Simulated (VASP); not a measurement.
OSZICAR of a VASP run on BaHfO$_{3}$ (cubic perovskite):

**OSZICAR**
```
       N       E                     dE             d eps       ncg     rms          rms(c)
DAV:   1     0.136997889165E+03    0.13700E+03   -0.17211E+04  2760   0.549E+02
DAV:   2    -0.115614640261E+03   -0.25261E+03   -0.23908E+03  3303   0.185E+02
DAV:   3    -0.126054734526E+03   -0.10440E+02   -0.10280E+02  3392   0.292E+01
DAV:   4    -0.126144360123E+03   -0.89626E-01   -0.89566E-01  3344   0.268E+00
DAV:   5    -0.126144596687E+03   -0.23656E-03   -0.23656E-03  3169   0.132E-01    0.638E+01
DAV:   6    -0.108916494333E+03    0.17228E+02   -0.34769E+00  3047   0.106E+01    0.514E+01
DAV:   7    -0.107789934721E+03    0.11266E+01   -0.13589E+00  3087   0.477E+00    0.241E+01
DAV:   8    -0.111520282173E+03   -0.37303E+01   -0.85120E-01  2805   0.394E+00    0.355E+00
DAV:   9    -0.107202427625E+03    0.43179E+01   -0.37517E-01  2820   0.278E+00    0.188E+00
DAV:  10    -0.108160587118E+03   -0.95816E+00   -0.24375E-01  2800   0.208E+00    0.224E+00
DAV:  11    -0.107988778954E+03    0.17181E+00   -0.20152E-02  2993   0.563E-01    0.826E-01
DAV:  12    -0.107984084385E+03    0.46946E-02   -0.25095E-03  3321   0.201E-01    0.174E-01
DAV:  13    -0.107993146068E+03   -0.90617E-02   -0.74970E-03  2873   0.394E-01    0.150E-01
DAV:  14    -0.108008416320E+03   -0.15270E-01   -0.48874E-03  2885   0.298E-01    0.104E-01
DAV:  15    -0.108008629599E+03   -0.21328E-03   -0.64059E-05  3278   0.312E-02    0.534E-02
DAV:  16    -0.108009074811E+03   -0.44521E-03   -0.36192E-04  2900   0.757E-02    0.122E-02
DAV:  17    -0.108009106348E+03   -0.31536E-04   -0.63457E-05  2900   0.321E-02    0.764E-03
DAV:  18    -0.108009156222E+03   -0.49874E-04   -0.88650E-06  2935   0.124E-02    0.174E-02
DAV:  19    -0.108009156004E+03    0.21766E-06   -0.16731E-06  3155   0.566E-03    0.138E-02
DAV:  20    -0.108009157258E+03   -0.12542E-05   -0.46568E-07  2958   0.288E-03    0.483E-03
DAV:  21    -0.108009157462E+03   -0.20433E-06   -0.11397E-07  3067   0.149E-03    0.414E-03
DAV:  22    -0.108009157465E+03   -0.23711E-08   -0.23707E-08  2608   0.731E-04
   1 F= -.10800916E+03 E0= -.10800916E+03  d E =-.298451E-54
 imaginary and real dielectric function
```

### Question
Which electronic solver shows in the log?

### Answer
It is blocked Davidson (ALGO = Normal, or the opening steps of other solvers). The INCAR had ALGO = Normal.

### Question
Can the final energy be trusted as converged?

### Answer
The run converged. It stopped with EDIFF = 1E-7, NELM = 100 (r2SCAN meta-GGA, plane waves, VASP's PBE PAW potentials (set 64)).

The compound is BaHfO3 in the cubic perovskite structure. It was relaxed first.
